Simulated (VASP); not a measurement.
# NbO4 in VASP: notebook

The runs below take NbO4 through single point, with PBE.

All numbers are computed with VASP 6.6.1; they aren't measurements. Logs are shortened: lines on timing, memory, paths and dates and some standing lists are left out, and cuts for length are marked.

**1. The cell of the first run**

The cell holds a sheet with vacuum, 5 atoms: a = 3.984 Å, b = 3.984 Å, c = 32.475 Å, α = 90.00°, β = 90.00°, γ = 90.00°.

The cell was built by a generator and needn't be a form met in nature.

**2. Single point, PBE (species swapped into a sheet of the YbCl4 type)**

INCAR reads:

```
  ALGO = Normal
  DIPOL = 0.5 0.5 0.293
  EDIFF = 1E-6
  ENCUT = 520
  GGA = PE
  IDIPOL = 3
  ISIF = 2
  ISMEAR = 0
  LASPH = T
  LCHARG = T
  LDIPOL = T
  LELF = T
  LREAL = F
  LVACPOTAV = T
  LVHAR = T
  LWAVE = F
  NBANDS = 26
  NELM = 80
  PREC = Accurate
  SIGMA = 0.1
```

KPOINTS reads:

```
k-points
0
Gamma
  4 4 1
```

POSCAR reads:

```
NbO4
1.0
    3.9844639743      0.0000000000      0.0000000000
    0.0000000000      3.9844639743      0.0000000000
    0.0000000000      0.0000000000     32.4752571200
Nb O
1 4
Direct
    0.0000000000      0.0000000000      0.2925304014
    0.0000000000      0.0000000000      0.2337671941
    0.0000000000      0.0000000000      0.3512936086
    0.0000000000      0.5000000000      0.2925304014
    0.5000000000      0.0000000000      0.2925304014
```

Potentials or basis: VASP PAW PBE potentials, release 64 (Nb_sv, O).

Run with:

```console
cat potpaw_PBE.64/Nb_sv/POTCAR potpaw_PBE.64/O/POTCAR > POTCAR
mpirun -np 1 vasp_std > vasp.out
```

OUTCAR:

```text
EDIFF = 1E-6
   ENCUT = 520
   GGA = PE
   ISIF = 2
   ISMEAR = 0
   LASPH = T
   LREAL = F
   NELM = 80
   PREC = Accurate

 ion  position               nearest neighbor table
   1  0.000  0.000  0.293-   3 1.91   2 1.91   4 1.99   5 1.99   4 1.99   5 1.99
   2  0.000  0.000  0.234-   1 1.91
   3  0.000  0.000  0.351-   1 1.91
   4  0.000  0.500  0.293-   1 1.99   1 1.99
   5  0.500  0.000  0.293-   1 1.99   1 1.99

  LATTYP: Found a simple tetragonal cell.
 ALAT       =     3.9844639743
 C/A-ratio  =     8.1504707608

  Lattice vectors:

 A1 = (   3.9844639743,   0.0000000000,   0.0000000000)
 A2 = (   0.0000000000,   3.9844639743,   0.0000000000)
 A3 = (   0.0000000000,   0.0000000000,  32.4752571200)

Analysis of symmetry for initial positions (statically):
=====================================================================
 Subroutine PRICEL returns:
 Original cell was already a primitive cell.

 Routine SETGRP: Setting up the symmetry group for a
 simple tetragonal supercell.

 Subroutine GETGRP returns: Found 16 space group operations
 (whereof  8 operations were pure point group operations)
 out of a pool of 16 trial point group operations.

The static configuration has the point symmetry C_4v.
 The point group associated with its full space group is D_4h.

Analysis of symmetry for dynamics (positions and initial velocities):
=====================================================================
 Subroutine PRICEL returns:
 Original cell was already a primitive cell.

 Routine SETGRP: Setting up the symmetry group for a
 simple tetragonal supercell.

 Subroutine GETGRP returns: Found 16 space group operations
 (whereof  8 operations were pure point group operations)
 out of a pool of 16 trial point group operations.

The dynamic configuration has the point symmetry C_4v.
 The point group associated with its full space group is D_4h.

 Subroutine INISYM returns: Found 16 space group operations
 (whereof  8 operations are pure point group operations),
 and found     1 'primitive' translations

----------------------------------------------------------------------------------------

                                     Primitive cell

  volume of cell :     515.5757

  direct lattice vectors                    reciprocal lattice vectors
     3.984463974  0.000000000  0.000000000     0.250974788  0.000000000  0.000000000
     0.000000000  3.984463974  0.000000000     0.000000000  0.250974788  0.000000000
     0.000000000  0.000000000 32.475257120     0.000000000  0.000000000  0.030792674

  length of vectors
     3.984463974  3.984463974 32.475257120     0.250974788  0.250974788  0.030792674

  position of ions in fractional coordinates (direct lattice)
     0.000000000  0.000000000  0.292530401
     0.000000000  0.000000000  0.233767194
     0.000000000  0.000000000  0.351293609
     0.000000000  0.500000000  0.292530401
     0.500000000  0.000000000  0.292530401

  ion indices of the primitive-cell ions
   primitive index   ion index
                 1           1
                 2           2
                 3           3
                 4           4
                 5           5

----------------------------------------------------------------------------------------

 KPOINTS: k-points

Automatic generation of k-mesh.
 Grid dimensions read from file:
 generate k-points for:    4    4    1

 Generating k-lattice:

  Cartesian coordinates                     Fractional coordinates (reciprocal lattice)
     0.062743697  0.000000000  0.000000000     0.250000000  0.000000000  0.000000000
     0.000000000  0.062743697  0.000000000     0.000000000  0.250000000  0.000000000
     0.000000000  0.000000000  0.030792674     0.000000000  0.000000000  1.000000000

  Length of vectors
     0.062743697  0.062743697  0.030792674

  Shift w.r.t. Gamma in fractional coordinates (k-lattice)
     0.000000000  0.000000000  0.000000000

 Subroutine IBZKPT returns following result:
 ===========================================

 Found      6 irreducible k-points:

 Following reciprocal coordinates:
            Coordinates               Weight
  0.000000  0.000000  0.000000      1.000000
  0.250000  0.000000  0.000000      4.000000
  0.500000  0.000000  0.000000      2.000000
  0.250000  0.250000  0.000000      4.000000
  0.500000  0.250000  0.000000      4.000000
  0.500000  0.500000  0.000000      1.000000
   k-points           NKPTS =      6   k-points in BZ     NKDIM =      6   number of bands    NBANDS=     26
   number of dos      NEDOS =    301   number of ions     NIONS =      5
   total plane-waves  NPLWV = 225000
   dimension x,y,z NGX =    30 NGY =   30 NGZ =  250
   dimension x,y,z NGXF=    60 NGYF=   60 NGZF=  500
   ions per type =               1   4
   NGX,Y,Z   is equivalent  to a cutoff of  12.52, 12.52, 12.80 a.u.
   NGXF,Y,Z  is equivalent  to a cutoff of  25.03, 25.03, 25.60 a.u.
 SYSTEM =  unknown system
   PREC   = accura    normal or accurate (medium, high low for compatibility)
   ISTART =      0    job   : 0-new  1-cont  2-samecut
   ICHARG =      2    charge: 1-file 2-atom 10-const
   ISPIN  =      1    spin polarized calculation?
   LNONCOLLINEAR =      F non collinear calculations
   LSORBIT =      F    spin-orbit coupling
   LASPH  =      T    aspherical Exc in radial PAW
   ENCUT  =  520.0 eV  38.22 Ry    6.18 a.u.   7.41  7.41 60.38*2*pi/ulx,y,z
   NELM   =     80;   NELMIN=  2; NELMDL= -5     # of ELM steps
   EDIFF  = 0.1E-05   stopping-criterion for ELM
   LREAL  =      F    real-space projection
   EDIFFG = 0.1E-04   stopping-criterion for IOM
   NSW    =      0    number of steps for IOM
   IBRION =     -1    ionic relax: 0-MD 1-quasi-New 2-CG
   NFREE  =      0    steps in history (QN), initial steepest desc. (CG)
   ISIF   =      2    stress and relaxation
   ISYM   =      2    0-nonsym 1-usesym 2-fastsym
   POTIM  = 0.5000    time-step for ionic-motion
   TEBEG  =    0.0;   TEEND  =   0.0 temperature during run
   PSTRESS=    0.0 pullay stress
   NELECT =      37.0000    total number of electrons
   NUPDOWN=      -1.0000    fix difference up-down
   EMIN   =  10.00;   EMAX   =-10.00  energy-range for DOS
   EFERMI =   0.00;   METHOD = LEGACY
   ISMEAR =     0;   SIGMA  =   0.10  broadening in eV -4-tet -1-fermi 0-gaus
   EFERMI_NEDOS =   21; number of points for ismear=-14 and -15
   IALGO  =     38    algorithm
   IMIX   =      4    mixing-type and parameters
     AMIX     =   0.40;   BMIX     =  1.00
     AMIX_MAG =   1.60;   BMIX_MAG =  1.00
  volume/ion in A,a.u.               =     103.12       695.86
  Fermi-wavevector in a.u.,A,eV,Ry     =   0.680317  1.285613  6.297200  0.462831
  Thomas-Fermi vector in A             =   1.758772
   LORBIT       =      0    0 simple, 1 ext, 2 COOP (PROOUT), +10 PAW based schemes
   GGA     = PE    functional components
   LHFCALC =     F    Hartree Fock is set to
   AEXX    =    0.0000 exact exchange contribution
   IVDW    =     0    specifies the selected vdW correction
   LEPSILON=     F    determine dielectric tensor
   LRPA    =     F    only Hartree local field effects (RPA)
 non-spin polarized calculation
 Gauss-broadening in eV      SIGMA  =   0.10
  energy-cutoff  :      520.00
  volume of cell :      515.58
 maximum number of plane-waves:     14017
 NGX is ok and might be reduce to    30
   NGX = 15   NGY = 15   NGZ =121

 dipolmoment           0.000000      0.000000     -0.000017 electrons x Angstroem

 number of electron      36.9999985 magnetization

 dipolmoment           0.000000      0.000000      0.000002 electrons x Angstroem

 Free energy of the ion-electron system (eV)
  ---------------------------------------------------
  ext. energy  EPLUGINS =         0.00000000
  ---------------------------------------------------
  free energy    TOTEN  =       -34.28514700 eV

  energy without entropy =      -34.22406213  energy(sigma->0) =      -34.25460457

 E-fermi :  -7.8356     XC(G=0):  -1.6874

 val. band max:       -7.8904997874   @ k =   0.0000   0.0000   0.0000
 cond. band min:      -7.8054122022   @ k =   0.2500   0.2500   0.0000
 fundamental gap:      0.0850875852
 Fermi energy:        -7.8355519089

 k-point     1 :       0.0000    0.0000    0.0000
  band No.  band energies     occupation
      1     -61.8534      2.00000
      2     -38.1614      2.00000
      3     -37.9530      2.00000
      4     -37.9530      2.00000
      5     -24.7210      2.00000
      6     -24.4483      2.00000
[... 18 lines left out ...]
     25      -0.0499      0.00000
     26       0.6831      0.00000

 k-point     2 :       0.2500    0.0000    0.0000
  band No.  band energies     occupation
      1     -61.8521      2.00000
      2     -38.1589      2.00000
      3     -38.0314      2.00000
      4     -37.9506      2.00000
      5     -24.5957      2.00000
      6     -24.0377      2.00000
[... 18 lines left out ...]
     25       0.7255      0.00000
     26       1.2638      0.00000

 k-point     3 :       0.5000    0.0000    0.0000
  band No.  band energies     occupation
      1     -61.8508      2.00000
      2     -38.1564      2.00000
      3     -38.1076      2.00000
      4     -37.9483      2.00000
      5     -24.5690      2.00000
      6     -23.7662      2.00000
[... 18 lines left out ...]
     25       2.3897      0.00000
     26       2.5065      0.00000

 k-point     4 :       0.2500    0.2500    0.0000
  band No.  band energies     occupation
      1     -61.8508      2.00000
      2     -38.1564      2.00000
      3     -38.0292      2.00000
      4     -38.0286      2.00000
      5     -24.1272      2.00000
      6     -23.9689      2.00000
[... 18 lines left out ...]
     25       1.3566      0.00000
     26       1.8007      0.00000

 k-point     5 :       0.5000    0.2500    0.0000
  band No.  band energies     occupation
      1     -61.8495      2.00000
      2     -38.1538      2.00000
      3     -38.1050      2.00000
      4     -38.0264      2.00000
      5     -24.0421      2.00000
      6     -23.7539      2.00000
[... 18 lines left out ...]
     25       2.8175      0.00000
     26       2.9469      0.00000

 k-point     6 :       0.5000    0.5000    0.0000
  band No.  band energies     occupation
      1     -61.8482      2.00000
      2     -38.1513      2.00000
      3     -38.1023      2.00000
      4     -38.1023      2.00000
      5     -23.7597      2.00000
      6     -23.4224      2.00000
[... 18 lines left out ...]
     25       3.0790      0.00000
     26       3.7604      0.00000

------------------------ aborting loop because EDIFF is reached ----------------------------------------

  FORCE on cell =-STRESS in cart. coord.  units (eV):
  Direction    XX          YY          ZZ          XY          YZ          ZX
  --------------------------------------------------------------------------------------
  -------------------------------------------------------------------------------------
  Total       -0.1995244     -0.1995244     -0.0356146      0.0000000     -0.0000000     -0.0000000
  in kB       -0.6200323     -0.6200323     -0.1106742      0.0000000     -0.0000000     -0.0000000
  external PRESSURE =      -0.4502462 kB  Pullay stress =       0.0000000 kB

 VOLUME and BASIS-vectors are now :
 -----------------------------------------------------------------------------
  energy-cutoff  :      520.00
  volume of cell :      515.58
      direct lattice vectors                 reciprocal lattice vectors
     3.984463974  0.000000000  0.000000000     0.250974788  0.000000000  0.000000000
     0.000000000  3.984463974  0.000000000     0.000000000  0.250974788  0.000000000
     0.000000000  0.000000000 32.475257120     0.000000000  0.000000000  0.030792674

 POSITION                                       TOTAL-FORCE (eV/Angst)
 -----------------------------------------------------------------------------------
      0.00000      0.00000      9.50000        -0.000000     -0.000000      0.000000
      0.00000      0.00000      7.59165         0.000000     -0.000000     -0.016301
      0.00000      0.00000     11.40835        -0.000000     -0.000000      0.016301
      0.00000      1.99223      9.50000         0.000000      0.000000      0.000000
      1.99223      0.00000      9.50000        -0.000000     -0.000000     -0.000000
 -----------------------------------------------------------------------------------
    total drift:                                0.000000      0.000000     -0.000024

  FREE ENERGIE OF THE ION-ELECTRON SYSTEM (eV)
  ---------------------------------------------------
  free  energy   TOTEN  =       -34.2851469988 eV

  energy  without entropy=      -34.2240621315  energy(sigma->0) =      -34.25460457

 vacuum level on the upper side and lower side of the slab         1.292         1.292
```

Run time: 84 s. Hardware: 1 thread of Intel Xeon 6975P-C (Granite Rapids), shared host; peak memory 0.5 GiB.

Results:

* Free energy: -34.2851 eV
* Largest force: 0.016 eV/Å
* Band gap on the k mesh: none (metal or under the smearing width)
* Work function of the upper face: 9.13 eV
* Work function of the lower face: 9.13 eV

Forces on the atoms (eV/Å):
```
Nb   0.000  0.000  0.000
O    0.000  0.000 -0.016
O    0.000  0.000  0.016
O    0.000  0.000  0.000
O    0.000  0.000  0.000
```

Caveat: the k mesh is coarse (spacing up to 0.39 Å⁻¹), so the values aren't converged; an odd number of electrons without spin polarisation forces a metal; a magnetic or distorted state may lie lower.

**3. Single point, PBE (species swapped into a sheet of the YbCl4 type)**

INCAR reads:

```
PREC = Accurate
ENCUT = 520
EDIFF = 1E-6
ISMEAR = 0
SIGMA = 0.1
LREAL = F
LASPH = T
NELM = 80
ALGO = Normal
ISIF = 2
LWAVE = F
LCHARG = T
LDIPOL = T
IDIPOL = 3
DIPOL = 0.5 0.5 0.500
GGA = PE
LELF = T
LVHAR = T
LVACPOTAV = T
NBANDS = 26
```

KPOINTS reads:

```
Automatic mesh
0
Gamma
  4 4 1
```

POSCAR reads:

```
NbO4
1.0
    4.3010191000      0.0000000000      0.0000000000
    0.0000000000      4.3010191000      0.0000000000
    0.0000000000      0.0000000000     19.0000000000
Nb O
1 4
Direct
    0.0000000000      0.0000000000      0.5000000000
    0.0000000000      0.0000000000      0.3858518800
    0.0000000000      0.0000000000      0.6141481200
    0.0000000000      0.5000000000      0.5000000000
    0.5000000000      0.0000000000      0.5000000000
```

Potentials or basis: VASP PAW PBE potentials, release 64 (Nb_sv, O).

Run with:

```console
cat potpaw_PBE.64/Nb_sv/POTCAR potpaw_PBE.64/O/POTCAR > POTCAR
mpirun -np 1 vasp_std > vasp.out
```

Wall time 39 s (1 thread of Intel Xeon 6975P-C (Granite Rapids), shared host); peak memory 0.36 GiB.

It converged, with:

- Free energy: -32.1973 eV
- Largest force: 3.414 eV/Å
- Band gap on the k mesh: none (metal or under the smearing width)
- Work function of the upper face: 9.18 eV
- Work function of the lower face: 9.18 eV

Forces in eV/Å, atoms in the order of the input:
```
Nb   0.000  0.000  0.000
O    0.000  0.000  3.414
O    0.000  0.000 -3.414
O    0.000  0.000  0.000
O    0.000  0.000  0.000
```

Levels at points of the mesh, in eV from the Fermi level:
| k point | band 15 | band 16 | band 17 | band 18 | band 19 | band 20 | band 21 | band 22 |
| --- | --- | --- | --- | --- | --- | --- | --- | --- |
| (0.00, 0.00, 0.00) | -0.72 | -0.49 | -0.49 | -0.12 | -0.04 | -0.04 | 1.78 | 2.83 |
| (0.50, 0.00, 0.00) | -0.95 | -0.75 | -0.23 | -0.17 | -0.03 | 0.17 | 2.85 | 3.39 |
| (0.50, 0.50, 0.00) | -0.30 | -0.27 | -0.27 | 0.17 | 0.18 | 0.18 | 3.84 | 3.84 |

Caveat: the k mesh is coarse (spacing up to 0.37 Å⁻¹), so the values aren't converged; an odd number of electrons without spin polarisation forces a metal; a magnetic or distorted state may lie lower.
